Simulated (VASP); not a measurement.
An input for Quantum ESPRESSO's pw.x (written as the equivalent of a VASP run, and not itself run):

```
&CONTROL
  calculation = 'scf'
  pseudo_dir = './pseudo'
  outdir = './out'
  tprnfor = .true.
  tstress = .true.
/
&SYSTEM
  ibrav = 0
  nat = 4
  ntyp = 2
  ecutwfc = 84
  occupations = 'smearing'
  smearing = 'methfessel-paxton'
  degauss = 0.00735
  input_dft = 'pw91'
/
&ELECTRONS
  conv_thr = 7.3e-09
  electron_maxstep = 100
/
ATOMIC_SPECIES
  Ti 47.867 Ti.upf
  Pt 195.084 Pt.upf
CELL_PARAMETERS angstrom
     3.8758945    0.0000000    0.0000000
     0.0000000    3.8758945    0.0000000
     0.0000000    0.0000000    3.8758945
ATOMIC_POSITIONS crystal
  Ti   0.0000000  0.0000000  0.0000000
  Pt   0.0000000  0.5000000  0.5000000
  Pt   0.5000000  0.0000000  0.5000000
  Pt   0.5000000  0.5000000  0.0000000
K_POINTS automatic
  8 8 8 0 0 0
```

Question: Translate this input to VASP (INCAR, KPOINTS, POSCAR, choice of POTCAR).

Answer: This is not unique; one that fits is 
POSCAR:
```
Pt3Ti
1
    3.8758945435     0.0000000000     0.0000000000
    0.0000000000     3.8758945435     0.0000000000
    0.0000000000     0.0000000000     3.8758945435
Ti Pt
1 3
Direct
  0.0000000000   0.0000000000   0.0000000000
  0.0000000000   0.5000000000   0.5000000000
  0.5000000000   0.0000000000   0.5000000000
  0.5000000000   0.5000000000   0.0000000000
```

### INCAR
```
# general
SYSTEM  = Pt3Ti
PREC    = Accurate
ENCUT   = 520
LREAL   = F   # projection in real space or not
LASPH   = T

# electronic loop
EDIFF   = 1E-7
NELM    = 100
ALGO    = Normal   # blocked Davidson
LMAXMIX = 6   # l cut-off of mixed one-centre charges

# smearing
ISMEAR  = 1
SIGMA   = 0.1

# functional
GGA     = 91   # PW91

# ions
ISIF    = 2   # forces and stress, cell fixed

# output
LWAVE   = F
LCHARG  = F
```

**KPOINTS**
```
Automatic mesh
0
Gamma
8 8 8
0 0 0
```

POTCAR, in this order: Ti_sv Pt (PBE.64 set). Program: vasp_std.

The two are equivalent in intent, not identical: the potentials are each code's own (VASP's PAW set, PseudoDojo norm-conserving files in pw.x), so ENCUT and ecutwfc are chosen apart and not converted; conv_thr bounds pw.x's estimated SCF error, while EDIFF bounds the energy change between steps.

The compound is Pt3Ti in the L1_2 structure. This cell is one point of a volume scan, at 0.94 of the reference volume.
